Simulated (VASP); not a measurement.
The system is Mg6MnCr.

```
Mn Cr Mg
1.0
     4.94767    0.00000    0.00000
     0.00000    3.11274    5.29777
     0.00000   -3.11274    5.29777
Mn Cr Mg
1 1 6
Direct
  0.00000 0.83419 0.83419
  0.00000 0.33396 0.33396
  0.50000 0.17019 0.17019
  0.50000 0.67027 0.67027
  0.50000 0.16300 0.66330
  0.50000 0.66330 0.16300
  0.00000 0.33254 0.83254
  0.00000 0.83254 0.33254
```

The cell comes from a database or a generator and needn't be the stable form of this composition.

| Quantity | Value |
| --- | --- |
| Program | VASP 6.6.1 |
| Task | single point |
| Functional | PBE |
| Potentials or basis | VASP PAW PBE potentials, release 64 (Mn_pv, Cr_pv, Mg) |
| Cutoff | 520 eV |
| k mesh | 6 × 5 × 5 |
| Occupations | fermi-dirac, width 0.05 eV |
| Spin | collinear spin, ferromagnetic start |
| Starting moments | [4.0, 3.0, 0.0, 0.0, 0.0, 0.0, 0.0, 0.0] μB |

On this cell: pressure -0.2 GPa; largest force 0.069 eV/Å; net moment 7.85 μB per cell; site moments Mn +3.74; Cr +3.62; Mg +0.01, -0.00, -0.02 μB; band gap on the k mesh none (metal or under the smearing width).

The same run follows on a disturbed copy (atoms moved at random, drawn with an rms of 0.05 Å):

```
CELL_PARAMETERS angstrom
4.94767 0.00000 0.00000
0.00000 3.11274 5.29777
0.00000 -3.11274 5.29777
ATOMIC_POSITIONS crystal
Mn 0.00877 0.83784 0.82932
Cr 0.99779 0.34118 0.33298
Mg 0.49462 0.16434 0.17969
Mg 0.50503 0.67070 0.66138
Mg 0.49978 0.16681 0.65509
Mg 0.49415 0.65578 0.16332
Mg 0.00034 0.32465 0.82759
Mg 0.99470 0.83098 0.33292
```

Q: What changes?

A: The energy (extrapolated to zero smearing) moves by +4.6 meV/atom; pressure -0.1 GPa; largest force 0.282 eV/Å; net moment 7.82 μB per cell; site moments Mn +3.75; Cr +3.60; Mg +0.00, -0.00, -0.02 μB; band gap on the k mesh none (metal or under the smearing width).

Forces in eV/Å, atoms in the order of the input:
```
Mn  -0.133 -0.046 -0.043
Cr  -0.018 -0.046 -0.161
Mg   0.034  0.225 -0.168
Mg  -0.076 -0.201  0.161
Mg   0.034 -0.234  0.008
Mg   0.074  0.244 -0.003
Mg   0.002 -0.015  0.218
Mg   0.083  0.073 -0.013
```

Stress tensor (GPa, compression positive):
```
-0.56  0.02 -0.03
 0.02  0.29  0.08
-0.03  0.08  0.10
```
